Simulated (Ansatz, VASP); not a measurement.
**B2Ru: VASP beside Ansatz**

One calculation is typed for both programs; each brings its own data sets. How far apart do they land? The two relaxations start from unlike cells of this crystal (the structure described is Ansatz's start), so only their ends are compared.

Main program and level: Ansatz 0.2.0; plane waves, with VASP 6.6.1 beside it; relaxation of cell and atoms at r2SCAN.

## 1. The starting structure

It takes space group Pmmn (No. 59, orthorhombic). Conventional cell: a = 2.852 Å, b = 4.625 Å, c = 4.023 Å, α = 90.00°, β = 90.00°, γ = 90.00°. Nearest to B lie 3 B at 1.82 to 1.87 Å and 4 Ru at 2.16 to 2.26 Å. Nearest to Ru lie 8 B at 2.16 to 2.26 Å. Farther neighbours are not listed.

## 2. VASP: relaxation of cell and atoms, r2SCAN

The relaxed volume is the usual yardstick between codes: in a stiff, nearly cubic crystal its relative difference is about their pressure difference at one cell divided by the bulk modulus.

Lines of VASP's logs that name or quote its potential files are left out, and so is its time.

INCAR reads:

```
SYSTEM = B2Ru
PREC = Accurate
ENCUT = 550
EDIFF = 1E-07
NELM = 120
ISMEAR = 1
SIGMA = 0.2
LREAL = .FALSE.
ALGO = Normal
METAGGA = R2SCAN
LASPH = .TRUE.
NBANDS = 26
LORBIT = 11
LWAVE = .FALSE.
LCHARG = .FALSE.
ISIF = 3
IBRION = 2
NSW = 80
EDIFFG = -0.005
GGA_COMPAT = .FALSE.
NELMIN = 4
LMIXTAU = .TRUE.
KPAR = 2
```

POSCAR reads:

```
B2Ru
1.0
    2.8721013880      0.0000000000      0.0000000000
    0.0000000000      4.6454403008      0.0000000000
    0.0000000000      0.0000000000      4.0382825424
B Ru
4 2
Direct
    0.0000000000      0.8037800794      0.3627274591
    0.0000000000      0.1962197043      0.3627274591
    0.4999998247      0.3037802957      0.6372727895
    0.4999998247      0.6962197043      0.6372727895
    0.0000000000      0.0000000000      0.8468074195
    0.4999998247      0.5000000000      0.1531928291
```

KPOINTS reads:

```
Automatic mesh
0
Gamma
12 8 12
0 0 0
```

Potentials, in the order of the species: B and Ru_pv (PBE family, release 64).

On the command line:

```console
mpirun -np 2 vasp_std
```

Numbers of over 12 decimals in the logs are rounded to 6 here.

The program printed:

```text
[banner, memory and clock lines left out]
running    2 mpi-ranks, on    1 nodes
 distrk:  each k-point on    1 cores,    2 groups
 distr:  one band on    1 cores,    1 groups

 POSCAR found type information on POSCAR B Ru
 POSCAR found :  2 types and       6 ions
|                                                                             |
|               ----> ADVICE to this user running VASP <----                  |
|                                                                             |
|     You enforced a specific xc type in the INCAR file but a different       |
|     [... a line on the potential file left out ...]
|     I HOPE YOU KNOW WHAT YOU ARE DOING!                                     |
|                                                                             |

 LDA part: xc-table for (None), standard interpolation
 POSCAR, INCAR and KPOINTS ok, starting setup
 FFT: planning ... GRIDC
 FFT: planning ... GRID_SOFT
 FFT: planning ... GRID
 WAVECAR not read
 entering main loop
       N       E                     dE             d eps       ncg     rms          rms(c)
DAV:   1     0.325428594377E+03    0.32543E+03   -0.23700E+04 12740   0.169E+03
DAV:   2    -0.813536515956E+02   -0.40678E+03   -0.39867E+03 13314   0.471E+02
DAV:   3    -0.980528709690E+02   -0.16699E+02   -0.16446E+02 15646   0.887E+01
DAV:   4    -0.982823195360E+02   -0.22945E+00   -0.22882E+00 15318   0.987E+00
DAV:   5    -0.982863066728E+02   -0.39871E-02   -0.39860E-02 16348   0.129E+00    0.407E+01
DAV:   6    -0.845146686685E+02    0.13772E+02   -0.55857E+01 13862   0.634E+01    0.962E+00
DAV:   7    -0.820630995160E+02    0.24516E+01   -0.13432E+01 13650   0.299E+01    0.559E+00
DAV:   8    -0.820141106431E+02    0.48989E-01   -0.48261E-01 14006   0.479E+00    0.234E+00
DAV:   9    -0.820087370495E+02    0.53736E-02   -0.33670E-01 13216   0.359E+00    0.440E-01
DAV:  10    -0.820843232654E+02   -0.75586E-01   -0.67779E-02 13118   0.188E+00    0.158E-01
DAV:  11    -0.820773311018E+02    0.69922E-02   -0.77830E-03 13918   0.640E-01    0.924E-02
DAV:  12    -0.820845475378E+02   -0.72164E-02   -0.40230E-03 13620   0.437E-01    0.567E-02
DAV:  13    -0.820845443173E+02    0.32205E-05   -0.82749E-04 13590   0.203E-01    0.281E-02
DAV:  14    -0.820848756017E+02   -0.33128E-03   -0.43163E-04 13578   0.186E-01    0.980E-03
DAV:  15    -0.820849216477E+02   -0.46046E-04   -0.49186E-05 14726   0.648E-02    0.312E-03
DAV:  16    -0.820849242185E+02   -0.25708E-05   -0.11351E-05 14182   0.276E-02    0.225E-03
DAV:  17    -0.820849261448E+02   -0.19263E-05   -0.18948E-06 14602   0.120E-02    0.105E-03
DAV:  18    -0.820849261902E+02   -0.45354E-07   -0.61076E-07 13468   0.592E-03
   1 F= -.82084926E+02 E0= -.82085433E+02  d E =-.820849E+02
 curvature:   0.00 expect dE= 0.000E+00 dE for cont linesearch  0.000E+00
 trial: gam= 0.00000 g(F)=  0.484E-05 g(S)=  0.654E-06 ort = 0.000E+00 (trialstep = 0.100E+01)
 search vector abs. value=  0.550E-05
 bond charge predicted
       N       E                     dE             d eps       ncg     rms          rms(c)
DAV:   1    -0.820849358158E+02   -0.96710E-05   -0.36693E-04 12854   0.157E-01    0.270E-02
DAV:   2    -0.820849302293E+02    0.55865E-05   -0.44672E-05 13502   0.588E-02    0.831E-03
DAV:   3    -0.820849291532E+02    0.10761E-05   -0.48821E-06 13756   0.176E-02    0.316E-03
DAV:   4    -0.820849293522E+02   -0.19895E-06   -0.80926E-07 13254   0.568E-03    0.818E-04
DAV:   5    -0.820849294174E+02   -0.65178E-07   -0.17667E-07  8370   0.319E-03
   2 F= -.82084929E+02 E0= -.82085436E+02  d E =-.322720E-05
 trial-energy change:   -0.000003  1 .order   -0.000002   -0.000005    0.000001
 step:   0.9446(harm=  0.9051)  dis= 0.00022  next Energy=   -82.084929 (dE=-0.324E-05)
 reached required accuracy - stopping structural energy minimisation
```

OUTCAR, selected parts (step 2):

```text
ion  position               nearest neighbor table
   1  0.000  0.804  0.363-   2 1.82   4 1.88   4 1.88   5 2.16   6 2.18   6 2.18   5 2.27
   2  0.000  0.196  0.363-   1 1.82   3 1.88   3 1.88   5 2.16   6 2.18   6 2.18   5 2.27
   3  0.500  0.304  0.637-   4 1.82   2 1.88   2 1.88   6 2.16   5 2.18   5 2.18   6 2.27
   4  0.500  0.696  0.637-   3 1.82   1 1.88   1 1.88   6 2.16   5 2.18   5 2.18   6 2.27
   5  0.000  0.000  0.847-   2 2.16   1 2.16   3 2.18   4 2.18   3 2.18   4 2.18   2 2.27   1 2.27
                             6 3.00   6 3.00   6 3.00   6 3.00
   6  0.500  0.500  0.153-   3 2.16   4 2.16   1 2.18   2 2.18   1 2.18   2 2.18   3 2.27   4 2.27
                             5 3.00   5 3.00   5 3.00   5 3.00

  LATTYP: Found a simple orthorhombic cell.
 ALAT       =     2.8721013880
 B/A-ratio  =     1.4060376000
 C/A-ratio  =     1.6174360419

 Subroutine GETGRP returns: Found  8 space group operations
 (whereof  4 operations were pure point group operations)

The static configuration has the point symmetry C_2v.
 The point group associated with its full space group is D_2h.

 Found    245 irreducible k-points:

   k-points           NKPTS =    245   k-points in BZ     NKDIM =    245   number of bands    NBANDS=     26

   dimension x,y,z NGX =    24 NGY =   36 NGZ =   32
   dimension x,y,z NGXF=    48 NGYF=   72 NGZF=   64

   ENCUT  =  550.0 eV  40.42 Ry    6.36 a.u.   5.49  8.88  7.72*2*pi/ulx,y,z

   NELECT =      40.0000    total number of electrons

 k-points in reciprocal lattice and weights: Automatic mesh
   0.00000000  0.00000000  0.00000000       0.001
   0.08333333  0.00000000  0.00000000       0.002
   0.16666667  0.00000000  0.00000000       0.002
   0.25000000  0.00000000  0.00000000       0.002
   0.33333333  0.00000000  0.00000000       0.002
   0.41666667  0.00000000  0.00000000       0.002
   0.50000000  0.00000000  0.00000000       0.001
   0.00000000  0.12500000  0.00000000       0.002
   0.08333333  0.12500000  0.00000000       0.003
[...]
0.41666667  0.50000000  0.50000000       0.002
   0.50000000  0.50000000  0.50000000       0.001

 average (electrostatic) potential at core
       1 -23.9052       2 -23.9052       3 -23.9052       4 -23.9052       5 -75.0947
       6 -75.0947

 E-fermi :  10.5532

 k-point     1 :       0.0000    0.0000    0.0000
  band No.  band energies     occupation
    ...
     17       7.4320      2.00000
     18       8.2589      2.00000
     19       8.6271      2.00000
     20       9.2982      2.00000
     21      10.6058      0.57163
     22      12.4775     -0.00000
     23      14.9017      0.00000
     24      14.9410      0.00000
     25      15.0566      0.00000
     26      15.8210      0.00000

 k-point     2 :       0.0833    0.0000    0.0000
  band No.  band energies     occupation
    ...
     16       6.8212      2.00000
     17       7.2691      2.00000
     18       8.2108      2.00000
     19       8.6301      2.00000
     20       9.5229      2.00000
     21      10.6830      0.11822
     22      12.4501     -0.00000
     23      14.6639      0.00000
     24      14.8707      0.00000
     25      15.1726      0.00000
    ...

 k-point     3 :       0.1667    0.0000    0.0000
  band No.  band energies     occupation
    ...
     16       6.2785      2.00000
     17       6.9871      2.00000
     18       8.0461      2.00000
     19       8.7283      2.00000
     20      10.0502      2.00217
     21      10.9130     -0.02892
     22      12.3496     -0.00000
     23      14.1138     -0.00000
     24      14.7280      0.00000
     25      15.4556      0.00000
    ...

  Total        0.0076392      0.0086510      0.0074674      0.0000000      0.0000000      0.0000000
  in kB        0.2271862      0.2572775      0.2220781      0.0000000      0.0000000      0.0000000
  external PRESSURE =       0.2355139 kB  Pullay stress =       0.0000000 kB

  energy-cutoff  :      550.00
  volume of cell :       53.87
      direct lattice vectors                 reciprocal lattice vectors
     2.872072430  0.000000000  0.000000000     0.348180634  0.000000000  0.000000000
     0.000000000  4.645153542  0.000000000     0.000000000  0.215278137  0.000000000
     0.000000000  0.000000000  4.038134190     0.000000000  0.000000000  0.247639121

 POSITION                                       TOTAL-FORCE (eV/Angst)
 -----------------------------------------------------------------------------------
      2.87207      3.73363      1.46451        -0.000000     -0.000169     -0.000314
      2.87207      0.91152      1.46451         0.000000      0.000169     -0.000314
      1.43604      1.41105      2.57363        -0.000000     -0.000169      0.000314
      1.43604      3.23410      2.57363        -0.000000      0.000169      0.000314
      0.00000      0.00000      3.41953         0.000000      0.000000     -0.000973
      1.43604      2.32258      0.61860         0.000000      0.000000      0.000973
 -----------------------------------------------------------------------------------
    total drift:                                0.000558      0.000018     -0.000212

  FREE ENERGIE OF THE ION-ELECTRON SYSTEM (eV)
  ---------------------------------------------------
  free  energy   TOTEN  =       -82.0849294174 eV

  energy  without entropy=      -82.0864505602  energy(sigma->0) =      -82.08543646

 reached required accuracy - stopping structural energy minimisation

 total charge
# of ion       s       p       d       tot
------------------------------------------
    1        0.699   1.193   0.000   1.892
    2        0.699   1.193   0.000   1.892
    3        0.699   1.193   0.000   1.892
    4        0.699   1.193   0.000   1.892
    5        0.380   6.407   6.125  12.912
    6        0.380   6.407   6.125  12.912
--------------------------------------------------
tot          3.557  17.586  12.251  33.393

[... 3 further parts left out ...]
```

CONTCAR:

```
B2Ru
   1.00000000000000
     2.8720724303014480    0.0000000000000000    0.0000000000000000
     0.0000000000000000    4.6451535423878338    0.0000000000000000
     0.0000000000000000    0.0000000000000000    4.0381341897138023
  B               Ru
     4     2
Direct
     1.0000000000000000    0.8037690664141492    0.3626689968138902
     1.0000000000000000    0.1962307172858489    0.3626689968138902
     0.4999998246999979    0.3037692827141511    0.6373312517861126
     0.4999998246999979    0.6962307172858488    0.6373312517861126
     0.0000000000000000    0.0000000000000000    0.8468102395975958
     0.4999998246999979    0.5000000000000000    0.1531900090024070
```

The run keeps the 8 symmetry operations of its start, so it cannot find a distortion of lower symmetry.

(Continued in part 2 of 2.)

[Lines on the potential files, build, host, timing and source positions are cut from VASP's logs without a mark.]

[Logs are printed without paths, hosts, clocks, repeated set-up lines and the standing remarks that a program may print on its own settings, such as how far it seeks lower states.]

[Hosts, paths, dates, database ids (printed as entryN), source tags and the programs' standing remarks are cut or masked in the printed files.]
